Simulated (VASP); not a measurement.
# SrTiO3 under pressure and tension, part 2 of 2

How does SrTiO3 change with the volume? The starting structure is a measured crystal structure from the Crystallography Open Database. All runs use LDA. The equilibrium cell comes from relaxations that aren't shown. At each volume, shape and positions are relaxed as far as symmetry leaves them free.

VASP 6.6.1.

Results so far: the equilibrium volume 0.0 GPa; 0.96 of the equilibrium volume 9.0 GPa; 1.04 of the equilibrium volume -7.2 GPa.

## 5. Relaxation at 0.92 of the equilibrium volume

Level of this step: LDA; plane waves and PAW (Sr_sv, Ti_sv, O) (VASP).

The input, INCAR:

```
SYSTEM = SrTiO3
PREC = Accurate
ENCUT = 560
EDIFF = 1E-07
NELM = 100
ISMEAR = 0
SIGMA = 0.03
LREAL = .FALSE.
ALGO = Normal
GGA = CA
NBANDS = 26
LASPH = .TRUE.
LORBIT = 11
LWAVE = .FALSE.
LCHARG = .FALSE.
KPAR = 8
IBRION = 2
NSW = 50
ISIF = 4
EDIFFG = -0.003
```

The input, POSCAR:

```
SrTiO3
1.0
    3.7549709924      0.0000000000      0.0000000000
    0.0000000000      3.7549709924      0.0000000000
    0.0000000000      0.0000000000      3.7549709924
Sr Ti O
1 1 3
Direct
    0.5000000000      0.5000000000      0.5000000000
    0.0000000000      0.0000000000      0.0000000000
    0.5000000000      0.0000000000      0.0000000000
    0.0000000000      0.5000000000      0.0000000000
    0.0000000000      0.0000000000      0.5000000000
```

The input, KPOINTS:

```
Automatic mesh
0
Gamma
6 6 6
0 0 0
```

Potentials, in the order of the species: Sr_sv, Ti_sv and O (LDA family, release 64).

On the command line:

```bash
> mpirun -np 8 vasp_std
```

What it wrote:

```text
[... set-up lines as in an earlier step ...]
 entering main loop
       N       E                     dE             d eps       ncg     rms          rms(c)
DAV:   1     0.450298507838E+03    0.45030E+03   -0.21856E+04  1040   0.180E+03
DAV:   2    -0.695293943067E+01   -0.45725E+03   -0.44349E+03  1186   0.485E+02
DAV:   3    -0.510130340961E+02   -0.44060E+02   -0.43712E+02  1182   0.149E+02
DAV:   4    -0.534601864323E+02   -0.24472E+01   -0.24449E+01  1808   0.302E+01
[...]
DAV:  15    -0.439032699624E+02   -0.52313E-06   -0.58176E-06  1440   0.168E-02    0.542E-03
DAV:  16    -0.439032698128E+02    0.14957E-06   -0.96158E-07  1350   0.108E-02    0.221E-03
DAV:  17    -0.439032698145E+02   -0.16789E-08   -0.92018E-08   694   0.264E-03
   1 F= -.43903270E+02 E0= -.43903270E+02  d E =-.439033E+02
[...]
reached required accuracy - stopping structural energy minimisation
```

Wall time 4.2 s (8 MPI ranks of Intel Xeon 6975P-C (Granite Rapids), shared host); peak memory 1.4 GiB; 29 s of CPU time.

Parts of OUTCAR (step 5):

```text
  Total        6.6407022      6.6407022      6.6407022      0.0000000     -0.0000000      0.0000000
  in kB      200.9577803    200.9577803    200.9577803      0.0000000     -0.0000000      0.0000000
  external PRESSURE =     200.9577803 kB  Pullay stress =       0.0000000 kB

 POSITION                                       TOTAL-FORCE (eV/Angst)
 -----------------------------------------------------------------------------------
      1.87749      1.87749      1.87749         0.000000      0.000000      0.000000
      0.00000      0.00000      0.00000         0.000000      0.000000      0.000000
      1.87749      0.00000      0.00000         0.000000      0.000000      0.000000
      0.00000      1.87749      0.00000         0.000000      0.000000      0.000000
      0.00000      0.00000      1.87749         0.000000      0.000000      0.000000
 -----------------------------------------------------------------------------------
    total drift:                                0.000000     -0.000000      0.000000

  FREE ENERGIE OF THE ION-ELECTRON SYSTEM (eV)
  ---------------------------------------------------
  free  energy   TOTEN  =       -43.9032698145 eV

  energy  without entropy=      -43.9032698145  energy(sigma->0) =      -43.90326981

[... 2 parts as in an earlier step ...]

[... 2 further parts left out ...]
[key lines of the parts left out:]
E-fermi :   5.1860
```

0.92 of the equilibrium volume: 10.589 Å³ an atom and a pressure of 20.10 GPa, and 1.934 eV of gap on the mesh. Further runs on this cell, not shown, give the modes T1u (3) 675.2, T2u 220.1, T1u (1) 148.6 cm⁻¹.

## 6. Relaxation at 0.98 of the equilibrium volume

INCAR is that of step 5.

Changes to POSCAR since step 5:

```diff
@@ -2,5 +2,5 @@
 1.0
-    3.7549709924      0.0000000000      0.0000000000
-    0.0000000000      3.7549709924      0.0000000000
-    0.0000000000      0.0000000000      3.7549709924
+    3.8348878631      0.0000000000      0.0000000000
+    0.0000000000      3.8348878631      0.0000000000
+    0.0000000000      0.0000000000      3.8348878631
 Sr Ti O
```

KPOINTS is that of step 5.

On the command line:

```bash
> mpirun -np 8 vasp_std
```

What it wrote:

```text
[... set-up lines as in an earlier step ...]
 entering main loop
       N       E                     dE             d eps       ncg     rms          rms(c)
DAV:   1     0.439965978594E+03    0.43997E+03   -0.21951E+04  1040   0.178E+03
DAV:   2    -0.948179225172E+01   -0.44945E+03   -0.43654E+03  1176   0.476E+02
DAV:   3    -0.516517647756E+02   -0.42170E+02   -0.41945E+02  1228   0.144E+02
DAV:   4    -0.539469549458E+02   -0.22952E+01   -0.22927E+01  1718   0.291E+01
[...]
DAV:  15    -0.441625280562E+02    0.29685E-05   -0.36664E-05  1478   0.453E-02    0.131E-02
DAV:  16    -0.441625272913E+02    0.76488E-06   -0.47337E-06  1324   0.271E-02    0.134E-03
DAV:  17    -0.441625273226E+02   -0.31276E-07   -0.16666E-07   992   0.348E-03
   1 F= -.44162527E+02 E0= -.44162527E+02  d E =-.441625E+02
[...]
reached required accuracy - stopping structural energy minimisation
```

Run time: 4.4 s. Hardware: 8 MPI ranks; peak memory 1.4 GiB; 30 s of CPU time.

From OUTCAR (step 6):

```text
  Total        1.4895024      1.4895024      1.4895024      0.0000000      0.0000000     -0.0000000
  in kB       42.3149464     42.3149464     42.3149464      0.0000000      0.0000000     -0.0000000
  external PRESSURE =      42.3149464 kB  Pullay stress =       0.0000000 kB

 POSITION                                       TOTAL-FORCE (eV/Angst)
 -----------------------------------------------------------------------------------
      1.91744      1.91744      1.91744         0.000000      0.000000      0.000000
      0.00000      0.00000      0.00000         0.000000      0.000000      0.000000
      1.91744      0.00000      0.00000         0.000000      0.000000      0.000000
      0.00000      1.91744      0.00000         0.000000      0.000000      0.000000
      0.00000      0.00000      1.91744         0.000000      0.000000      0.000000
 -----------------------------------------------------------------------------------
    total drift:                                0.000000     -0.000000      0.000000

  FREE ENERGIE OF THE ION-ELECTRON SYSTEM (eV)
  ---------------------------------------------------
  free  energy   TOTEN  =       -44.1625273226 eV

  energy  without entropy=      -44.1625273226  energy(sigma->0) =      -44.16252732

[... 2 parts as in an earlier step ...]

[... 2 further parts left out ...]
[key lines of the parts left out:]
E-fermi :   4.5316
```

0.98 of the equilibrium volume: 11.279 Å³ an atom and a pressure of 4.23 GPa, and 1.839 eV of gap on the mesh. Further runs on this cell, not shown, give the modes T1u (3) 585.9, T2u 224.6, T1u (1) 94.5 cm⁻¹.

## 7. Relaxation at 1.02 of the equilibrium volume

INCAR is that of step 6.

Changes to POSCAR since step 6:

```diff
@@ -2,5 +2,5 @@
 1.0
-    3.8348878631      0.0000000000      0.0000000000
-    0.0000000000      3.8348878631      0.0000000000
-    0.0000000000      0.0000000000      3.8348878631
+    3.8863690110      0.0000000000      0.0000000000
+    0.0000000000      3.8863690110      0.0000000000
+    0.0000000000      0.0000000000      3.8863690110
 Sr Ti O
```

KPOINTS is that of step 6.

On the command line:

```bash
> mpirun -np 8 vasp_std
```

What it wrote:

```text
[... set-up lines as in an earlier step ...]
 entering main loop
       N       E                     dE             d eps       ncg     rms          rms(c)
DAV:   1     0.444339645600E+03    0.44434E+03   -0.22124E+04  1040   0.177E+03
DAV:   2    -0.795369901408E+01   -0.45229E+03   -0.44015E+03  1208   0.471E+02
DAV:   3    -0.513590967804E+02   -0.43405E+02   -0.43145E+02  1168   0.145E+02
DAV:   4    -0.541148144600E+02   -0.27557E+01   -0.27516E+01  1784   0.316E+01
[...]
DAV:  15    -0.441672347641E+02    0.48837E-05   -0.41061E-05  1456   0.523E-02    0.102E-02
DAV:  16    -0.441672343022E+02    0.46190E-06   -0.38047E-06  1284   0.232E-02    0.128E-03
DAV:  17    -0.441672343200E+02   -0.17811E-07   -0.18537E-07  1004   0.357E-03
   1 F= -.44167234E+02 E0= -.44167234E+02  d E =-.441672E+02
[...]
reached required accuracy - stopping structural energy minimisation
```

Elapsed: 4.2 s, on 8 MPI ranks; peak memory 1.4 GiB; 30 s of CPU time.

Parts of OUTCAR (step 7):

```text
  Total       -1.4026463     -1.4026463     -1.4026463      0.0000000      0.0000000      0.0000000
  in kB      -38.2848222    -38.2848222    -38.2848222      0.0000000      0.0000000      0.0000000
  external PRESSURE =     -38.2848222 kB  Pullay stress =       0.0000000 kB

 POSITION                                       TOTAL-FORCE (eV/Angst)
 -----------------------------------------------------------------------------------
      1.94318      1.94318      1.94318         0.000000      0.000000      0.000000
      0.00000      0.00000      0.00000         0.000000      0.000000      0.000000
      1.94318      0.00000      0.00000         0.000000      0.000000      0.000000
      0.00000      1.94318      0.00000         0.000000      0.000000      0.000000
      0.00000      0.00000      1.94318         0.000000      0.000000      0.000000
 -----------------------------------------------------------------------------------
    total drift:                                0.000000     -0.000000      0.000000

  FREE ENERGIE OF THE ION-ELECTRON SYSTEM (eV)
  ---------------------------------------------------
  free  energy   TOTEN  =       -44.1672343200 eV

  energy  without entropy=      -44.1672343200  energy(sigma->0) =      -44.16723432

[... 2 parts as in an earlier step ...]

[... 2 further parts left out ...]
[key lines of the parts left out:]
E-fermi :   4.2242
```

1.02 of the equilibrium volume: 11.740 Å³ an atom and a pressure of -3.83 GPa, and 1.774 eV of gap on the mesh. The mode run on this cell, not shown, finds imaginary modes, so the symmetric cell is a saddle point here, unless the settings are too coarse. Further runs on this cell, not shown, give the modes T1u (3) 536.8, T2u 225.1, T1u (1) -67.9 cm⁻¹.

## 8. Relaxation at 0.9 of the equilibrium volume

INCAR is that of step 7.

Changes to POSCAR since step 7:

```diff
@@ -2,5 +2,5 @@
 1.0
-    3.8863690110      0.0000000000      0.0000000000
-    0.0000000000      3.8863690110      0.0000000000
-    0.0000000000      0.0000000000      3.8863690110
+    3.7275614678      0.0000000000      0.0000000000
+    0.0000000000      3.7275614678      0.0000000000
+    0.0000000000      0.0000000000      3.7275614678
 Sr Ti O
```

KPOINTS is that of step 7.

On the command line:

```bash
> mpirun -np 8 vasp_std
```

What it wrote:

```text
[... set-up lines as in an earlier step ...]
 entering main loop
       N       E                     dE             d eps       ncg     rms          rms(c)
DAV:   1     0.462781118061E+03    0.46278E+03   -0.22228E+04  1040   0.181E+03
DAV:   2    -0.773511325333E+01   -0.47052E+03   -0.45476E+03  1196   0.485E+02
DAV:   3    -0.508103401148E+02   -0.43075E+02   -0.42726E+02  1204   0.148E+02
DAV:   4    -0.532085419050E+02   -0.23982E+01   -0.23954E+01  1710   0.305E+01
[...]
DAV:  14    -0.437335863066E+02    0.13136E-04   -0.17713E-04  1176   0.946E-02    0.187E-02
DAV:  15    -0.437335855856E+02    0.72102E-06   -0.12254E-05  1394   0.369E-02    0.399E-03
DAV:  16    -0.437335855981E+02   -0.12440E-07   -0.70040E-07  1296   0.664E-03
   1 F= -.43733586E+02 E0= -.43733586E+02  d E =-.437336E+02
[...]
reached required accuracy - stopping structural energy minimisation
```

Wall time 4.8 s (8 MPI ranks); peak memory 1.4 GiB; 34 s of CPU time.

From OUTCAR (step 8):

```text
  Total        8.6116452      8.6116452      8.6116452      0.0000000      0.0000000      0.0000000
  in kB      266.3926700    266.3926700    266.3926700      0.0000000      0.0000000      0.0000000
  external PRESSURE =     266.3926700 kB  Pullay stress =       0.0000000 kB

 POSITION                                       TOTAL-FORCE (eV/Angst)
 -----------------------------------------------------------------------------------
      1.86378      1.86378      1.86378         0.000000      0.000000      0.000000
      0.00000      0.00000      0.00000         0.000000      0.000000      0.000000
      1.86378      0.00000      0.00000         0.000000      0.000000      0.000000
      0.00000      1.86378      0.00000         0.000000      0.000000      0.000000
      0.00000      0.00000      1.86378         0.000000      0.000000      0.000000
 -----------------------------------------------------------------------------------
    total drift:                                0.000000     -0.000000      0.000000

  FREE ENERGIE OF THE ION-ELECTRON SYSTEM (eV)
  ---------------------------------------------------
  free  energy   TOTEN  =       -43.7335855981 eV

  energy  without entropy=      -43.7335855981  energy(sigma->0) =      -43.73358560

[... 2 parts as in an earlier step ...]

[... 2 further parts left out ...]
[key lines of the parts left out:]
E-fermi :   5.2728
```

0.9 of the equilibrium volume: 10.359 Å³ an atom and a pressure of 26.64 GPa, and 1.964 eV of gap on the mesh. Further runs on this cell, not shown, give the modes T1u (3) 708.5, T2u 216.8, T1u (1) 157.0 cm⁻¹.

## 9. Relaxation at 1.06 of the equilibrium volume

INCAR is that of step 8.

Changes to POSCAR since step 8:

```diff
@@ -2,5 +2,5 @@
 1.0
-    3.7275614678      0.0000000000      0.0000000000
-    0.0000000000      3.7275614678      0.0000000000
-    0.0000000000      0.0000000000      3.7275614678
+    3.9365212395      0.0000000000      0.0000000000
+    0.0000000000      3.9365212395      0.0000000000
+    0.0000000000      0.0000000000      3.9365212395
 Sr Ti O
```

KPOINTS is that of step 8.

On the command line:

```bash
> mpirun -np 8 vasp_std
```

What it wrote:

```text
[... set-up lines as in an earlier step ...]
 entering main loop
       N       E                     dE             d eps       ncg     rms          rms(c)
DAV:   1     0.432106127357E+03    0.43211E+03   -0.21828E+04  1040   0.175E+03
DAV:   2    -0.831346156469E+01   -0.44042E+03   -0.42481E+03  1210   0.469E+02
DAV:   3    -0.519387117756E+02   -0.43625E+02   -0.42940E+02  1258   0.143E+02
DAV:   4    -0.541795013373E+02   -0.22408E+01   -0.22372E+01  1726   0.285E+01
[...]
DAV:  15    -0.440676441597E+02    0.66315E-05   -0.53035E-05  1432   0.694E-02    0.131E-02
DAV:  16    -0.440676432760E+02    0.88373E-06   -0.41443E-06  1290   0.227E-02    0.310E-03
DAV:  17    -0.440676432460E+02    0.30067E-07   -0.52644E-07  1216   0.687E-03
   1 F= -.44067643E+02 E0= -.44067643E+02  d E =-.440676E+02
[...]
reached required accuracy - stopping structural energy minimisation
```

Wall time 4.4 s (8 MPI ranks); peak memory 1.4 GiB; 31 s of CPU time.

Parts of OUTCAR (step 9):

```text
  Total       -3.9219832     -3.9219832     -3.9219832     -0.0000000     -0.0000000      0.0000000
  in kB     -103.0097929   -103.0097929   -103.0097929     -0.0000000     -0.0000000      0.0000000
  external PRESSURE =    -103.0097929 kB  Pullay stress =       0.0000000 kB

 POSITION                                       TOTAL-FORCE (eV/Angst)
 -----------------------------------------------------------------------------------
      1.96826      1.96826      1.96826         0.000000      0.000000      0.000000
      0.00000      0.00000      0.00000         0.000000      0.000000      0.000000
      1.96826      0.00000      0.00000         0.000000      0.000000      0.000000
      0.00000      1.96826      0.00000         0.000000      0.000000      0.000000
      0.00000      0.00000      1.96826         0.000000      0.000000      0.000000
 -----------------------------------------------------------------------------------
    total drift:                                0.000000     -0.000000      0.000000

  FREE ENERGIE OF THE ION-ELECTRON SYSTEM (eV)
  ---------------------------------------------------
  free  energy   TOTEN  =       -44.0676432460 eV

  energy  without entropy=      -44.0676432460  energy(sigma->0) =      -44.06764325

[... 2 parts as in an earlier step ...]

[... 2 further parts left out ...]
[key lines of the parts left out:]
E-fermi :   3.9534
```

1.06 of the equilibrium volume: 12.200 Å³ an atom and a pressure of -10.30 GPa, and 1.709 eV of gap on the mesh. The mode run on this cell, not shown, finds imaginary modes, so the symmetric cell is a saddle point here, unless the settings are too coarse. Further runs on this cell, not shown, give the modes T1u (3) 497.1, T2u 224.2, T1u (1) -154.4 cm⁻¹.

## 10. Comparison

| run | volume (Å³/atom) | pressure (GPa) | gap on the mesh (eV) | T1u (3) | T2u | T1u (1) | core minutes |
| --- | --- | --- | --- | --- | --- | --- | --- |
| 0.9 of the equilibrium volume | 10.359 | 26.64 | 1.964 | 708.5 | 216.8 | 157.0 | 0.64 |
| 0.92 of the equilibrium volume | 10.589 | 20.1 | 1.934 | 675.2 | 220.1 | 148.6 | 0.56 |
| 0.96 of the equilibrium volume | 11.049 | 8.97 | 1.871 | 613.8 | 223.8 | 118.7 | 0.587 |
| 0.98 of the equilibrium volume | 11.279 | 4.23 | 1.839 | 585.9 | 224.6 | 94.5 | 0.587 |
| the equilibrium volume | 11.51 | -0.01 | 1.807 | 560.2 | 225.1 | 52.8 | 0.587 |
| 1.02 of the equilibrium volume | 11.74 | -3.83 | 1.774 | 536.8 | 225.1 | -67.9 | 0.56 |
| 1.04 of the equilibrium volume | 11.97 | -7.24 | 1.742 | 515.8 | 224.8 | -116.1 | 0.587 |
| 1.06 of the equilibrium volume | 12.2 | -10.3 | 1.709 | 497.1 | 224.2 | -154.4 | 0.587 |

Modes are in cm⁻¹ and matched by symmetry and order, imaginary ones as negative numbers. A number in brackets counts the listed modes of one symmetry from the lowest. The symmetry labels come from an automatic analysis and can be wrong where levels nearly coincide. Core minutes are wall time times ranks of the run shown, on a shared host.

## 11. Summary of results

| Quantity | Value |
| --- | --- |
| pressure at 0.9 of the equilibrium volume | 26.64 GPa |
| pressure at 0.92 of the equilibrium volume | 20.10 GPa |
| pressure at 0.96 of the equilibrium volume | 8.97 GPa |
| pressure at 0.98 of the equilibrium volume | 4.23 GPa |
| pressure at the equilibrium volume | -0.01 GPa |
| pressure at 1.02 of the equilibrium volume | -3.83 GPa |
| pressure at 1.04 of the equilibrium volume | -7.24 GPa |
| pressure at 1.06 of the equilibrium volume | -10.30 GPa |

Between 0.9 of the equilibrium volume and 1.06 of the equilibrium volume the pressure on SrTiO3 goes from 26.6 to -10.3 GPa. Over this range the gap on the mesh falls or stays level: 1.96, 1.93, 1.87, 1.84, 1.81, 1.77, 1.74, 1.71 eV. Semilocal functionals give gaps that are too small, spin-orbit coupling is left out, and the mesh may miss the true band edges, by more at some strains than at others. Where bands change their order, the gap's trend can turn. The T1u (3) mode goes from 709 to 497 cm⁻¹, a mean mode Grüneisen parameter of 2.2. The T2u mode goes from 217 to 224 cm⁻¹, but not steadily: 217, 220, 224, 225, 225, 225, 225, 224 cm⁻¹. The T1u (1) mode goes from 157 to -154 cm⁻¹. The unshown mode runs find imaginary modes at 1.02 of the equilibrium volume, 1.04 of the equilibrium volume and 1.06 of the equilibrium volume, so there the symmetric cell is a saddle point, unless the settings are too coarse. Other points of the zone weren't tested. The frequencies are harmonic, and the splitting of polar modes by their long-range field is left out.

[Lines on the potential files, build, host, timing and source positions are cut from VASP's logs without a mark.]

[Logs are printed without paths, hosts, clocks, repeated set-up lines and the standing remarks that a program may print on its own settings, such as how far it seeks lower states.]

[Hosts, paths, dates, database ids (printed as entryN), source tags and the programs' standing remarks are cut or masked in the printed files.]
